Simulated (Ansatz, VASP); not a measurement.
**InAs: VASP beside Ansatz**

One calculation is typed for both programs; each brings its own data sets. How far apart do they land? The cell is taken from a series of runs on this material, whose earlier steps may have relaxed, scaled, displaced or heated it; both programs get it as it stands.

Main program and level: Ansatz 0.2.0; plane waves, with VASP 6.6.1 beside it; zone-centre phonons at PBEsol.

**1. The starting structure**

Symmetry: R3m, No. 160, trigonal system. Conventional cell: a = 4.347 Å, b = 4.347 Å, c = 10.478 Å, α = 90.00°, β = 90.00°, γ = 120.00°. Nearest to As lie 4 In at 2.64 to 2.65 Å. Nearest to In lie 4 As at 2.64 to 2.65 Å. Farther neighbours are not listed.

Structure file:

```cif
data_structure
_symmetry_space_group_name_H-M 'P 1'
_symmetry_Int_Tables_number 1
_cell_length_a 4.3010
_cell_length_b 4.3010
_cell_length_c 4.3010
_cell_angle_alpha 60.712
_cell_angle_beta 60.712
_cell_angle_gamma 60.712
_cell_volume 57.16
loop_
_atom_site_label
_atom_site_type_symbol
_atom_site_fract_x
_atom_site_fract_y
_atom_site_fract_z
_atom_site_occupancy
As1 As 0.74909 0.74909 0.74909 1
In2 In 0.00091 0.00091 0.00091 1
```

**2. VASP: zone-centre phonons, PBEsol**

Second derivatives magnify differences that forces hide, and they need a tight electronic threshold.

Lines of VASP's logs that name or quote its potential files are left out, and so is its time.

INCAR

```
SYSTEM = InAs
PREC = Accurate
ENCUT = 500
EDIFF = 1E-08
NELM = 120
ISMEAR = 1
SIGMA = 0.2
LREAL = .FALSE.
ALGO = Normal
GGA = PS
NBANDS = 15
LORBIT = 11
LWAVE = .FALSE.
LCHARG = .FALSE.
ISIF = 2
IBRION = 8
LASPH = .TRUE.
GGA_COMPAT = .FALSE.
KPAR = 2
```

POSCAR

```
InAs
1.0
   -0.0327786694      3.0411964450      3.0411964450
    3.0411964450     -0.0327786694      3.0411964450
    3.0411964450      3.0411964450     -0.0327786694
As In
1 1
Direct
    0.7490892945      0.7490892945      0.7490892945
    0.0009107055      0.0009107055      0.0009107055
```

KPOINTS

```
Automatic mesh
0
Gamma
12 12 12
0 0 0
```

PAW data sets: As and In_d (PBE family, release 64).

Command:

```console
mpirun -np 2 vasp_std
```

Numbers of over 12 decimals in the logs are rounded to 6 here.

What it wrote:

```text
[banner, memory and clock lines left out]
running    2 mpi-ranks, on    1 nodes
 distrk:  each k-point on    1 cores,    2 groups
 distr:  one band on    1 cores,    1 groups

 POSCAR found type information on POSCAR AsIn
 POSCAR found :  2 types and       2 ions
|                                                                             |
|               ----> ADVICE to this user running VASP <----                  |
|                                                                             |
|     You enforced a specific xc type in the INCAR file but a different       |
|     [... a line on the potential file left out ...]
|     I HOPE YOU KNOW WHAT YOU ARE DOING!                                     |
|                                                                             |

 LDA part: xc-table for (Slater+PW92), standard interpolation
 POSCAR, INCAR and KPOINTS ok, starting setup
 FFT: planning ... GRIDC
 FFT: planning ... GRID_SOFT
 FFT: planning ... GRID
 WAVECAR not read
 entering main loop
       N       E                     dE             d eps       ncg     rms          rms(c)
DAV:   1     0.110880500122E+03    0.11088E+03   -0.81107E+03  5677   0.125E+03
DAV:   2    -0.106115453121E+01   -0.11194E+03   -0.10769E+03  6125   0.297E+02
DAV:   3    -0.857233637403E+01   -0.75112E+01   -0.74623E+01  7273   0.784E+01
DAV:   4    -0.876432073621E+01   -0.19198E+00   -0.19192E+00  6997   0.141E+01
DAV:   5    -0.877314686247E+01   -0.88261E-02   -0.88259E-02  8486   0.257E+00    0.421E+00
DAV:   6    -0.851741341967E+01    0.25573E+00   -0.39759E-01  8862   0.116E+01    0.230E+00
DAV:   7    -0.848817320263E+01    0.29240E-01   -0.10504E-01  7919   0.327E+00    0.673E-01
DAV:   8    -0.848667023506E+01    0.15030E-02   -0.12004E-02  7288   0.132E+00    0.178E-01
DAV:   9    -0.848692028745E+01   -0.25005E-03   -0.85352E-04  7093   0.285E-01    0.101E-01
DAV:  10    -0.848698736651E+01   -0.67079E-04   -0.11821E-04  8676   0.152E-01    0.612E-02
DAV:  11    -0.848700729524E+01   -0.19929E-04   -0.53868E-05  6503   0.101E-01    0.445E-02
DAV:  12    -0.848700722921E+01    0.66033E-07   -0.52147E-06  6524   0.242E-02    0.799E-03
DAV:  13    -0.848700734522E+01   -0.11601E-06   -0.11626E-06  7616   0.606E-03    0.352E-03
DAV:  14    -0.848700731307E+01    0.32149E-07   -0.63073E-08  6938   0.246E-03    0.134E-03
DAV:  15    -0.848700736170E+01   -0.48633E-07   -0.25386E-09  5411   0.687E-04    0.480E-04
DAV:  16    -0.848700737065E+01   -0.89467E-08   -0.20979E-09  4193   0.412E-04
   1 F= -.84870074E+01 E0= -.84871662E+01  d E =0.476416E-03
 Linear response reoptimize wavefunctions to high precision
DAV:   1    -0.848700737190E+01   -0.12560E-08   -0.10733E-09  5705   0.254E-04
DAV:   2    -0.848700737194E+01   -0.31832E-10   -0.12020E-10  3605   0.106E-04
 Linear response DOF=           2
 Linear response progress:
  Degree of freedom:   1/  2
       N       E                     dE             d eps       ncg     rms          rms(c)
RMM:   1    -0.466073236121E-01   -0.46607E-01    0.65566E-02 29283   0.150E+00
RMM:   2    -0.443626568867E-01    0.22447E-02    0.13991E-03 22434   0.546E-01    0.103E-01
RMM:   3    -0.450230537630E-01   -0.66040E-03   -0.17581E-03 26421   0.229E-01    0.453E-02
RMM:   4    -0.452205243828E-01   -0.19747E-03   -0.13463E-04 26733   0.768E-02    0.112E-02
RMM:   5    -0.452607791571E-01   -0.40255E-04   -0.15681E-05 27516   0.308E-02    0.503E-03
RMM:   6    -0.452471620927E-01    0.13617E-04   -0.17685E-06 26650   0.834E-03    0.151E-03
RMM:   7    -0.452449346342E-01    0.22275E-05   -0.19485E-07 29077   0.249E-03    0.938E-04
RMM:   8    -0.452457337462E-01   -0.79911E-06   -0.64529E-08 26645   0.110E-03    0.454E-04
RMM:   9    -0.452463771768E-01   -0.64343E-06   -0.18084E-08 27606   0.370E-04    0.907E-05
RMM:  10    -0.452464286826E-01   -0.51506E-07    0.33181E-08 30064   0.146E-04    0.565E-05
RMM:  11    -0.452464244970E-01    0.41856E-08   -0.38547E-08 28343   0.563E-05    0.110E-05
 first order change of Fermi-energy  -0.50036E+00
 force on displaced ion       1 direction 1 :  -7.000  -0.055  -0.055
 Linear response progress:
  Degree of freedom:   2/  2
       N       E                     dE             d eps       ncg     rms          rms(c)
RMM:   1    -0.233529003537E+00   -0.23353E+00   -0.10180E-01 19274   0.483E+00
RMM:   2    -0.236008009781E+00   -0.24790E-02   -0.12657E-02 24256   0.101E+00    0.765E-02
RMM:   3    -0.235924639806E+00    0.83370E-04   -0.14910E-03 26411   0.314E-01    0.372E-02
RMM:   4    -0.235706556080E+00    0.21808E-03   -0.13324E-04 27134   0.106E-01    0.206E-02
RMM:   5    -0.235641172987E+00    0.65383E-04   -0.22047E-05 27981   0.391E-02    0.734E-03
RMM:   6    -0.235633693815E+00    0.74792E-05    0.37652E-06 27975   0.133E-02    0.189E-03
RMM:   7    -0.235644935733E+00   -0.11242E-04    0.21225E-06 28794   0.394E-03    0.779E-04
RMM:   8    -0.235644382405E+00    0.55333E-06    0.13870E-06 28120   0.168E-03    0.318E-04
RMM:   9    -0.235644398550E+00   -0.16145E-07    0.11613E-06 29654   0.730E-04    0.948E-05
RMM:  10    -0.235644453291E+00   -0.54741E-07    0.62735E-07 29999   0.312E-04    0.223E-05
RMM:  11    -0.235644544162E+00   -0.90871E-07    0.40375E-07 29967   0.154E-04    0.157E-05
RMM:  12    -0.235644592524E+00   -0.48362E-07    0.19966E-07 30748   0.867E-05    0.183E-05
RMM:  13    -0.235644603158E+00   -0.10634E-07    0.10811E-07 27932   0.572E-05    0.159E-05
RMM:  14    -0.235644607121E+00   -0.39627E-08    0.26529E-08 30249   0.377E-05    0.244E-05
 first order change of Fermi-energy   0.50099E+00
 force on displaced ion       2 direction 1 :  -7.012  -0.051  -0.051
 Linear response finished
```

Parts of OUTCAR (step 2):

```text
ion  position               nearest neighbor table
   1  0.749  0.749  0.749-   2 2.64   2 2.65   2 2.65   2 2.65
   2  0.001  0.001  0.001-   1 2.64   1 2.65   1 2.65   1 2.65

  LATTYP: Found a trigonal (rhomboedric) cell.
 ALAT       =     4.3010261654
 COS(alpha) =     0.4891933701

 Subroutine GETGRP returns: Found  6 space group operations
 (whereof  6 operations were pure point group operations)

The static configuration has the point symmetry C_3v.

 Found    189 irreducible k-points:

   k-points           NKPTS =    189   k-points in BZ     NKDIM =    189   number of bands    NBANDS=     15

   dimension x,y,z NGX =    32 NGY =   32 NGZ =   32
   dimension x,y,z NGXF=    64 NGYF=   64 NGZF=   64

   ENCUT  =  500.0 eV  36.75 Ry    6.06 a.u.   7.84  7.84  7.84*2*pi/ulx,y,z

   NELECT =      18.0000    total number of electrons

 k-points in reciprocal lattice and weights: Automatic mesh
   0.00000000  0.00000000  0.00000000       0.001
   0.08333333  0.00000000  0.00000000       0.003
   0.16666667  0.00000000 -0.00000000       0.003
   0.25000000  0.00000000 -0.00000000       0.003
   0.33333333  0.00000000  0.00000000       0.003
   0.41666667 -0.00000000 -0.00000000       0.003
   0.50000000  0.00000000 -0.00000000       0.002
   0.08333333  0.08333333 -0.00000000       0.003
   0.16666667  0.08333333 -0.00000000       0.007
[...]
-0.41666667  0.50000000  0.41666667       0.003
   0.50000000  0.50000000  0.50000000       0.001

 average (electrostatic) potential at core
       1 -49.8086       2 -96.7200

  Total       -0.2357794     -0.2357794     -0.2357794      0.1313702      0.1313702      0.1313702
  in kB       -6.6082750     -6.6082750     -6.6082750      3.6819600      3.6819600      3.6819600
  external PRESSURE =      -6.6082750 kB  Pullay stress =       0.0000000 kB

  energy-cutoff  :      500.00
  volume of cell :       57.16
      direct lattice vectors                 reciprocal lattice vectors
    -0.032778669  3.041196445  3.041196445    -0.161774519  0.163537158  0.163537158
     3.041196445 -0.032778669  3.041196445     0.163537158 -0.161774519  0.163537158
     3.041196445  3.041196445 -0.032778669     0.163537158  0.163537158 -0.161774519

 POSITION                                       TOTAL-FORCE (eV/Angst)
 -----------------------------------------------------------------------------------
      4.53170      4.53170      4.53170        -0.000178     -0.000178     -0.000178
      0.00551      0.00551      0.00551         0.000178      0.000178      0.000178
 -----------------------------------------------------------------------------------
    total drift:                                0.000437      0.000437      0.000437

 Eigenvectors and eigenvalues of the dynamical matrix
 ----------------------------------------------------

   1 f  =    6.191703 THz    38.903615 2PiTHz  206.532967 cm-1    25.606813 meV
             X         Y         Z           dx          dy          dz
      4.531701  4.531701  4.531701    -0.449089   -0.449089   -0.449089
      0.005509  0.005509  0.005509     0.362840    0.362840    0.362840

   2 f  =    6.121309 THz    38.461319 2PiTHz  204.184891 cm-1    25.315689 meV
             X         Y         Z           dx          dy          dz
      4.531701  4.531701  4.531701    -0.352637   -0.280879    0.633516
      0.005509  0.005509  0.005509     0.285183    0.227151   -0.512333

   3 f  =    6.121309 THz    38.461319 2PiTHz  204.184891 cm-1    25.315689 meV
             X         Y         Z           dx          dy          dz
      4.531701  4.531701  4.531701    -0.527926    0.569356   -0.041430
      0.005509  0.005509  0.005509     0.426941   -0.460446    0.033505

   4 f/i=    0.000604 THz     0.003796 2PiTHz    0.020150 cm-1     0.002498 meV
             X         Y         Z           dx          dy          dz
      4.531701  4.531701  4.531701     0.362840    0.362840    0.362840
      0.005509  0.005509  0.005509     0.449089    0.449089    0.449089

   5 f/i=    0.003439 THz     0.021605 2PiTHz    0.114697 cm-1     0.014221 meV
             X         Y         Z           dx          dy          dz
      4.531701  4.531701  4.531701     0.086271    0.395184   -0.481455
      0.005509  0.005509  0.005509     0.106677    0.488657   -0.595334

   6 f/i=    0.003439 THz     0.021605 2PiTHz    0.114697 cm-1     0.014221 meV
             X         Y         Z           dx          dy          dz
      4.531701  4.531701  4.531701    -0.506128    0.327777    0.178351
      0.005509  0.005509  0.005509    -0.625842    0.405306    0.220536

 ELASTIC MODULI CONTR FROM IONIC RELAXATION (kBar)
 Direction    XX          YY          ZZ          XY          YZ          ZX
 --------------------------------------------------------------------------------
 XX          -0.5599     -0.5354     -0.5354     -5.2674     -7.4276     -5.4322
 YY          -0.5354     -0.5599     -0.5354     -5.4322     -5.2674     -7.4276
 ZZ          -0.5354     -0.5354     -0.5599     -7.4276     -5.4322     -5.2674
 XY          -5.2674     -5.4322     -7.4276   -185.5808     -7.9581     -7.9581
 YZ          -7.4276     -5.2674     -5.4322     -7.9581   -185.5808     -7.9581
 ZX          -5.4322     -7.4276     -5.2674     -7.9581     -7.9581   -185.5808
 --------------------------------------------------------------------------------
```

The gap is under twice the smearing width, so the edge states are partly filled and the run can't tell a small gap from a semimetal. Methfessel-Paxton smearing is not meant for a cell with a gap.

(Part 1 of 2 ends here.)

[Lines on the potential files, build, host, timing and source positions are cut from VASP's logs without a mark.]

[Logs are printed without paths, hosts, clocks, repeated set-up lines and the standing remarks that a program may print on its own settings, such as how far it seeks lower states.]

[Hosts, paths, dates, database ids (printed as entryN), source tags and the programs' standing remarks are cut or masked in the printed files.]
